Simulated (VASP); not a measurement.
Output of a VASP run:

OUTCAR:
```
 ion  position               nearest neighbor table
   1  0.626  0.874  0.126-  10 2.68  11 2.68  12 2.68   8 2.81   6 3.61   7 3.61   3 3.61   3 3.61
                             6 3.61   7 3.61
   2  0.126  0.626  0.874-   9 2.68  11 2.68  12 2.68   6 2.81   3 3.61   7 3.61   8 3.61   7 3.61
                             8 3.61   3 3.61
   3  0.626  0.626  0.626-   9 2.68  10 2.68  12 2.68   4 2.81   2 3.61   1 3.61   5 3.61   1 3.61
                             5 3.61   2 3.61
   4  0.374  0.374  0.374-   9 2.68  10 2.68  12 2.68   3 2.81   6 3.61   7 3.61   8 3.61   8 3.61
                             7 3.61   6 3.61
   5  0.874  0.126  0.626-   9 2.68  10 2.68  11 2.68   7 2.81   6 3.61   3 3.61   8 3.61   6 3.61
                             3 3.61   8 3.61
   6  0.874  0.374  0.126-   9 2.68  11 2.68  12 2.68   2 2.81   1 3.61   4 3.61   5 3.61   5 3.61
                             1 3.61   4 3.61
   7  0.126  0.874  0.374-   9 2.68  10 2.68  11 2.68   5 2.81   2 3.61   4 3.61   1 3.61   2 3.61
                             4 3.61   1 3.61
   8  0.374  0.126  0.874-  10 2.68  11 2.68  12 2.68   1 2.81   2 3.61   4 3.61   5 3.61   4 3.61
                             2 3.61   5 3.61
   9  0.000  0.500  0.500-   2 2.68   3 2.68   4 2.68   5 2.68   6 2.68   7 2.68
  10  0.500  0.000  0.500-   1 2.68   3 2.68   4 2.68   5 2.68   7 2.68   8 2.68
  11  0.000  0.000  0.000-   1 2.68   2 2.68   5 2.68   6 2.68   7 2.68   8 2.68
  12  0.500  0.500  0.000-   1 2.68   2 2.68   3 2.68   4 2.68   6 2.68   8 2.68
  LATTYP: Found a simple cubic cell.
 ALAT       =     6.4585467914
 Subroutine PRICEL returns:
 Original cell was already a primitive cell.
 Subroutine GETGRP returns: Found 24 space group operations
The static configuration has the point symmetry S_6 .
 The point group associated with its full space group is T_h .
The dynamic configuration has the point symmetry S_6 .
 Subroutine INISYM returns: Found 24 space group operations
 Subroutine IBZKPT returns following result:
 Found     24 irreducible k-points:

 Following reciprocal coordinates:
            Coordinates               Weight
  0.000000  0.000000  0.000000      1.000000
  0.166667  0.000000  0.000000      6.000000
  0.333333  0.000000  0.000000      6.000000
  0.500000  0.000000  0.000000      3.000000
  0.166667  0.166667  0.000000     12.000000
  0.333333  0.166667  0.000000     12.000000
 -0.166667  0.333333  0.000000     12.000000
  0.500000  0.166667  0.000000      6.000000
 -0.166667  0.500000  0.000000      6.000000
  0.333333  0.333333  0.000000     12.000000
  0.500000  0.333333  0.000000      6.000000
 -0.333333  0.500000  0.000000      6.000000
  0.500000  0.500000  0.000000      3.000000
  0.166667  0.166667  0.166667      8.000000
  0.333333  0.166667  0.166667     24.000000
  0.500000  0.166667  0.166667     12.000000
  0.333333  0.333333  0.166667     24.000000
  0.500000  0.333333  0.166667     12.000000
 -0.333333  0.500000  0.166667     12.000000
  0.500000  0.500000  0.166667      6.000000
  0.333333  0.333333  0.333333      8.000000
  0.500000  0.333333  0.333333     12.000000
  0.500000  0.500000  0.333333      6.000000
  0.500000  0.500000  0.500000      1.000000
   k-points           NKPTS =     24   k-points in BZ     NKDIM =     24   number of bands    NBANDS=     48
   number of dos      NEDOS =    601   number of ions     NIONS =     12
   total plane-waves  NPLWV =  74088
   dimension x,y,z NGX =    42 NGY =   42 NGZ =   42
   dimension x,y,z NGXF=    84 NGYF=   84 NGZF=   84
   ions per type =               8   4
   PREC   = accura    normal or accurate (medium, high low for compatibility)
   ISTART =      0    job   : 0-new  1-cont  2-samecut
   ICHARG =      2    charge: 1-file 2-atom 10-const
   ISPIN  =      1    spin polarized calculation?
   LNONCOLLINEAR =      F non collinear calculations
   LSORBIT =      F    spin-orbit coupling
   INIWAV =      1    electr: 0-lowe 1-rand  2-diag
   ENCUT  =  400.0 eV  29.40 Ry    5.42 a.u.  10.53 10.53 10.53*2*pi/ulx,y,z
   NELM   =    100;   NELMIN=  2; NELMDL= -5     # of ELM steps
   EDIFF  = 0.1E-06   stopping-criterion for ELM
   LREAL  =      F    real-space projection
   NLSPLINE    = F    spline interpolate recip. space projectors
   LMAXMIX     =    6 max onsite mixed and CHGCAR
   VOSKOWN=      0    Vosko Wilk Nusair interpolation
   EDIFFG = 0.1E-05   stopping-criterion for IOM
...
```

File OSZICAR:
```
       N       E                     dE             d eps       ncg     rms          rms(c)
DAV:   1     0.438074221822E+03    0.43807E+03   -0.26738E+04  2304   0.115E+03
DAV:   2    -0.408196474675E+02   -0.47889E+03   -0.45682E+03  2664   0.236E+02
DAV:   3    -0.719929142370E+02   -0.31173E+02   -0.30286E+02  2784   0.632E+01
DAV:   4    -0.728105949667E+02   -0.81768E+00   -0.81109E+00  2736   0.105E+01
DAV:   5    -0.728348286416E+02   -0.24234E-01   -0.24222E-01  2792   0.181E+00    0.184E+01
DAV:   6    -0.710396660703E+02    0.17952E+01   -0.13447E+01  2656   0.193E+01    0.680E+00
DAV:   7    -0.705419834540E+02    0.49768E+00   -0.24823E+00  2576   0.880E+00    0.563E+00
DAV:   8    -0.704129704177E+02    0.12901E+00   -0.34769E-01  2656   0.235E+00    0.933E-01
DAV:   9    -0.703976181816E+02    0.15352E-01   -0.60791E-02  2576   0.134E+00    0.298E-01
DAV:  10    -0.703979455123E+02   -0.32733E-03   -0.51472E-03  2680   0.277E-01    0.102E-01
DAV:  11    -0.703979716673E+02   -0.26155E-04   -0.31521E-04  2960   0.665E-02    0.602E-02
DAV:  12    -0.703978888355E+02    0.82832E-04   -0.81720E-05  2600   0.496E-02    0.231E-02
DAV:  13    -0.703978825798E+02    0.62558E-05   -0.13586E-05  2624   0.125E-02    0.500E-03
DAV:  14    -0.703978863776E+02   -0.37979E-05   -0.72286E-07  2624   0.405E-03    0.242E-03
DAV:  15    -0.703978863962E+02   -0.18586E-07   -0.56111E-08  1512   0.899E-04
   1 F= -.70397886E+02 E0= -.70397886E+02  d E =0.000000E+00
```

OUTCAR:
```
------------------------ aborting loop because EDIFF is reached ----------------------------------------
  FORCE on cell =-STRESS in cart. coord.  units (eV):
  Direction    XX          YY          ZZ          XY          YZ          ZX
  --------------------------------------------------------------------------------------
  Total       -0.0451548     -0.0451548     -0.0451548     -0.0000000     -0.0000000     -0.0000000
  in kB       -0.2685406     -0.2685406     -0.2685406     -0.0000000     -0.0000000     -0.0000000
  external PRESSURE =      -0.2685406 kB  Pullay stress =       0.0000000 kB
  volume of cell :      269.40
      direct lattice vectors                 reciprocal lattice vectors
     6.458546791  0.000000000  0.000000000     0.154833592  0.000000000  0.000000000
     0.000000000  6.458546791  0.000000000     0.000000000  0.154833592  0.000000000
     0.000000000  0.000000000  6.458546791     0.000000000  0.000000000  0.154833592
 POSITION                                       TOTAL-FORCE (eV/Angst)
 -----------------------------------------------------------------------------------
      4.04172      5.64610      0.81244        -0.022434      0.022434     -0.022434
      0.81244      4.04172      5.64610        -0.022434     -0.022434      0.022434
      4.04172      4.04172      4.04172        -0.022434     -0.022434     -0.022434
      2.41683      2.41683      2.41683         0.022434      0.022434      0.022434
      5.64610      0.81244      4.04172         0.022434     -0.022434     -0.022434
      5.64610      2.41683      0.81244         0.022434      0.022434     -0.022434
      0.81244      5.64610      2.41683        -0.022434      0.022434      0.022434
      2.41683      0.81244      5.64610         0.022434     -0.022434      0.022434
      0.00000      3.22927      3.22927        -0.000000     -0.000000      0.000000
      3.22927      0.00000      3.22927        -0.000000     -0.000000      0.000000
      0.00000      0.00000      0.00000        -0.000000     -0.000000      0.000000
      3.22927      3.22927      0.00000        -0.000000     -0.000000      0.000000
 -----------------------------------------------------------------------------------
    total drift:                                0.000000     -0.000000     -0.000000
  FREE ENERGIE OF THE ION-ELECTRON SYSTEM (eV)
  ---------------------------------------------------
  free  energy   TOTEN  =       -70.3978863962 eV

  energy  without entropy=      -70.3978863962  energy(sigma->0) =      -70.39788640

 total charge

# of ion       s       p       d       tot
------------------------------------------
    1        1.148   1.213   0.062   2.423
    2        1.148   1.213   0.062   2.423
    3        1.148   1.213   0.062   2.423
    4        1.148   1.213   0.062   2.423
    5        1.148   1.213   0.062   2.423
    6        1.148   1.213   0.062   2.423
    7        1.148   1.213   0.062   2.423
    8        1.148   1.213   0.062   2.423
    9        0.689   0.693   8.074   9.456
   10        0.689   0.693   8.074   9.456
   11        0.689   0.693   8.074   9.456
   12        0.689   0.693   8.074   9.456
--------------------------------------------------
tot         11.934  12.480  32.797  57.211
```
(Selected blocks of OUTCAR.)

**POSCAR**
```
PtSb2
1
    6.4585467914    -0.0000000000    -0.0000000000
   -0.0000000000     6.4585467914    -0.0000000000
   -0.0000000000     0.0000000000     6.4585467914
Sb Pt
8 4
Direct
  0.6257937319   0.8742062681   0.1257937319
  0.1257937319   0.6257937319   0.8742062681
  0.6257937319   0.6257937319   0.6257937319
  0.3742062681   0.3742062681   0.3742062681
  0.8742062681   0.1257937319   0.6257937319
  0.8742062681   0.3742062681   0.1257937319
  0.1257937319   0.8742062681   0.3742062681
  0.3742062681   0.1257937319   0.8742062681
  0.0000000000   0.5000000000   0.5000000000
  0.5000000000   0.0000000000   0.5000000000
  0.0000000000   0.0000000000   0.0000000000
  0.5000000000   0.5000000000   0.0000000000
```

Problem. Write an INCAR and KPOINTS that could have produced this output.

Solution. One answer among several that fit: the input of the run itself, PBEsol GGA, plane waves, VASP's PBE PAW potentials (set 64).

INCAR:
```
# general
SYSTEM   =  PtSb2
PREC     =  Accurate
ENCUT    =  400   # plane-wave cut-off (eV)
LREAL    =  .FALSE.   # projection in real space or not
LASPH    =  .TRUE.   # aspherical one-centre terms

# electronic loop
EDIFF    =  1E-7   # SCF stop (eV)
NELM     =  100   # most electronic steps
ALGO     =  Normal   # blocked Davidson
LMAXMIX  =  6   # l cut-off of mixed one-centre charges

# smearing
ISMEAR   =  -5   # tetrahedra, Bloechl

# functional
GGA      =  PS   # PBEsol

# ions
ISIF     =  2

# output
LWAVE    =  .FALSE.
LCHARG   =  .TRUE.
LORBIT   =  11
NEDOS    =  601
```

**KPOINTS**
```
K-points
0
G
6 6 6
0 0 0
```

POTCAR, in this order: Sb Pt (PBE.64 set). Program: vasp_std.

For a metal the tetrahedron method with Blöchl corrections gives inexact stress and forces.

The compound is PtSb2 in the pyrite structure. It was relaxed first.
